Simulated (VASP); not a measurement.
Write the native input for VASP 6.6.1 that does the following.

```yaml
Task: band structure
Functional: PBE
Dispersion: D3(BJ)
Potentials_or_basis: VASP PAW PBE potentials, release 64 (Al, Ni)
Cutoff: 520 eV
k_mesh: 14 × 14 × 14
Occupations: methfessel-paxton, width 0.1 eV
Spin: no spin polarisation
Further_INCAR_settings: ALGO = Normal; EDIFF = 1e-07; NBANDS = 14
```

The structure of AlNi lies in POSCAR:

```
AlNi                                    
1.0
    2.8568549244      0.0000000000      0.0000000000
    0.0000000000      2.8568549244      0.0000000000
    0.0000000000      0.0000000000      2.8568549244
  Al              Ni            
     1     1
Direct
     0.0000000000000000    0.0000000000000000    0.0000000000000000
     0.5000000000000000    0.5000000000000000    0.5000000000000000
```

These files were run (other wordings do the same):

INCAR

```
SYSTEM = AlNi
  PREC = Accurate
  ENCUT = 520
  EDIFF = 1E-7
  ISMEAR = 1
  SIGMA = 0.1
  LREAL = .FALSE.
  LASPH = .TRUE.
  NELM = 80
  ALGO = Normal
  ISIF = 2
  LWAVE = .FALSE.
  LCHARG = .FALSE.
  LMAXMIX = 4
  GGA = PE
  IVDW = 12
  NBANDS = 14
  ICORELEVEL = 1
```

KPOINTS

```
Automatic mesh
0
G
  14 14 14
  0 0 0
```

KPOINTS_OPT

```
explicit points
94
Reciprocal
 0.0000000000  0.0000000000  0.0000000000 1
 0.0000000000  0.0357142857  0.0000000000 1
 0.0000000000  0.0714285714  0.0000000000 1
 0.0000000000  0.1071428571  0.0000000000 1
 0.0000000000  0.1428571429  0.0000000000 1
 0.0000000000  0.1785714286  0.0000000000 1
 0.0000000000  0.2142857143  0.0000000000 1
 0.0000000000  0.2500000000  0.0000000000 1
 0.0000000000  0.2857142857  0.0000000000 1
 0.0000000000  0.3214285714  0.0000000000 1
 0.0000000000  0.3571428571  0.0000000000 1
 0.0000000000  0.3928571429  0.0000000000 1
 0.0000000000  0.4285714286  0.0000000000 1
 0.0000000000  0.4642857143  0.0000000000 1
 0.0000000000  0.5000000000  0.0000000000 1
 0.0000000000  0.5000000000  0.0000000000 1
 0.0357142857  0.5000000000  0.0000000000 1
 0.0714285714  0.5000000000  0.0000000000 1
 0.1071428571  0.5000000000  0.0000000000 1
 0.1428571429  0.5000000000  0.0000000000 1
 0.1785714286  0.5000000000  0.0000000000 1
 0.2142857143  0.5000000000  0.0000000000 1
 0.2500000000  0.5000000000  0.0000000000 1
 0.2857142857  0.5000000000  0.0000000000 1
 0.3214285714  0.5000000000  0.0000000000 1
 0.3571428571  0.5000000000  0.0000000000 1
 0.3928571429  0.5000000000  0.0000000000 1
 0.4285714286  0.5000000000  0.0000000000 1
 0.4642857143  0.5000000000  0.0000000000 1
 0.5000000000  0.5000000000  0.0000000000 1
 0.5000000000  0.5000000000  0.0000000000 1
 0.4642857143  0.4642857143  0.0000000000 1
 0.4285714286  0.4285714286  0.0000000000 1
 0.3928571429  0.3928571429  0.0000000000 1
 0.3571428571  0.3571428571  0.0000000000 1
 0.3214285714  0.3214285714  0.0000000000 1
 0.2857142857  0.2857142857  0.0000000000 1
 0.2500000000  0.2500000000  0.0000000000 1
 0.2142857143  0.2142857143  0.0000000000 1
 0.1785714286  0.1785714286  0.0000000000 1
 0.1428571429  0.1428571429  0.0000000000 1
 0.1071428571  0.1071428571  0.0000000000 1
 0.0714285714  0.0714285714  0.0000000000 1
 0.0357142857  0.0357142857  0.0000000000 1
 0.0000000000  0.0000000000  0.0000000000 1
 0.0000000000  0.0000000000  0.0000000000 1
 0.0357142857  0.0357142857  0.0357142857 1
 0.0714285714  0.0714285714  0.0714285714 1
 0.1071428571  0.1071428571  0.1071428571 1
 0.1428571429  0.1428571429  0.1428571429 1
 0.1785714286  0.1785714286  0.1785714286 1
 0.2142857143  0.2142857143  0.2142857143 1
 0.2500000000  0.2500000000  0.2500000000 1
 0.2857142857  0.2857142857  0.2857142857 1
 0.3214285714  0.3214285714  0.3214285714 1
 0.3571428571  0.3571428571  0.3571428571 1
 0.3928571429  0.3928571429  0.3928571429 1
 0.4285714286  0.4285714286  0.4285714286 1
 0.4642857143  0.4642857143  0.4642857143 1
 0.5000000000  0.5000000000  0.5000000000 1
 0.5000000000  0.5000000000  0.5000000000 1
 0.4642857143  0.5000000000  0.4642857143 1
 0.4285714286  0.5000000000  0.4285714286 1
 0.3928571429  0.5000000000  0.3928571429 1
 0.3571428571  0.5000000000  0.3571428571 1
 0.3214285714  0.5000000000  0.3214285714 1
 0.2857142857  0.5000000000  0.2857142857 1
 0.2500000000  0.5000000000  0.2500000000 1
 0.2142857143  0.5000000000  0.2142857143 1
 0.1785714286  0.5000000000  0.1785714286 1
 0.1428571429  0.5000000000  0.1428571429 1
 0.1071428571  0.5000000000  0.1071428571 1
 0.0714285714  0.5000000000  0.0714285714 1
 0.0357142857  0.5000000000  0.0357142857 1
 0.0000000000  0.5000000000  0.0000000000 1
 0.5000000000  0.5000000000  0.0000000000 1
 0.5000000000  0.5000000000  0.0357142857 1
 0.5000000000  0.5000000000  0.0714285714 1
 0.5000000000  0.5000000000  0.1071428571 1
 0.5000000000  0.5000000000  0.1428571429 1
 0.5000000000  0.5000000000  0.1785714286 1
 0.5000000000  0.5000000000  0.2142857143 1
 0.5000000000  0.5000000000  0.2500000000 1
 0.5000000000  0.5000000000  0.2857142857 1
 0.5000000000  0.5000000000  0.3214285714 1
 0.5000000000  0.5000000000  0.3571428571 1
 0.5000000000  0.5000000000  0.3928571429 1
 0.5000000000  0.5000000000  0.4285714286 1
 0.5000000000  0.5000000000  0.4642857143 1
 0.5000000000  0.5000000000  0.5000000000 1
 0.0000000000  0.0000000000  0.0000000000 1
 0.5000000000  0.5000000000  0.0000000000 1
 0.5000000000  0.5000000000  0.5000000000 1
 0.0000000000  0.5000000000  0.0000000000 1
```

Potentials or basis: VASP PAW PBE potentials, release 64 (Al, Ni).

Run with:

```bash
$ cat potpaw_PBE.64/Al/POTCAR potpaw_PBE.64/Ni/POTCAR > POTCAR
$ mpirun -np 1 vasp_std > vasp.out
```

Results of the run:

The pressure is 0.1 GPa, the band gap along the path is none (metal or under the smearing width) and the dispersion energy per atom is -0.455 eV.

Caveat: pairwise dispersion overbinds metals, which lowers pressure and volume.

Wall time 66 s on 1 thread of Intel(R) Xeon(R) Platinum 8375C CPU @ 2.90GHz (Ice Lake), on a shared host, peak memory 0.2 GiB.
